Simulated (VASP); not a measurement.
OSZICAR of a VASP run on NaI (atoms displaced from the space group 225 structure):

File OSZICAR:
```
       N       E                     dE             d eps       ncg     rms          rms(c)
DAV:   1     0.718442251849E+02    0.71844E+02   -0.63431E+03  3784   0.102E+03
DAV:   2    -0.409045497559E-01   -0.71885E+02   -0.67713E+02  4038   0.218E+02
DAV:   3    -0.590638213612E+01   -0.58655E+01   -0.58333E+01  4649   0.644E+01
DAV:   4    -0.606321085633E+01   -0.15683E+00   -0.15675E+00  4480   0.111E+01
DAV:   5    -0.606718748227E+01   -0.39766E-02   -0.39765E-02  4519   0.182E+00    0.165E+00
DAV:   6    -0.600636119125E+01    0.60826E-01   -0.75228E-02  4318   0.204E+00    0.108E+00
DAV:   7    -0.599209624250E+01    0.14265E-01   -0.51151E-02  4383   0.148E+00    0.479E-01
DAV:   8    -0.599166259600E+01    0.43365E-03   -0.26802E-03  4066   0.541E-01    0.945E-02
DAV:   9    -0.599163142526E+01    0.31171E-04   -0.98062E-05  4468   0.115E-01    0.391E-02
DAV:  10    -0.599162968900E+01    0.17363E-05   -0.23417E-05  5035   0.660E-02    0.395E-03
DAV:  11    -0.599162949084E+01    0.19815E-06   -0.12964E-06  2776   0.179E-02
   1 F= -.59916295E+01 E0= -.59916295E+01  d E =-.124090E-23
```

**Question.** Which electronic solver shows in the log?

**Answer.** It is blocked Davidson (ALGO = Normal, or the opening steps of other solvers). The INCAR had ALGO = Normal.

**Question.** Can the final energy be trusted as converged?

**Answer.** The run converged. It stopped with EDIFF = 1E-6, NELM = 100 (LDA (Ceperley-Alder, Perdew-Zunger), plane waves, VASP's LDA PAW potentials (set 64)).

The structure comes from a computed database's NaI entry; how it stands against other phases isn't given here. The cell was not relaxed at this level, atoms are displaced from their ideal sites. The run is one of a series of settings (ENCUT = 450 against the base run), some of them coarse on purpose.
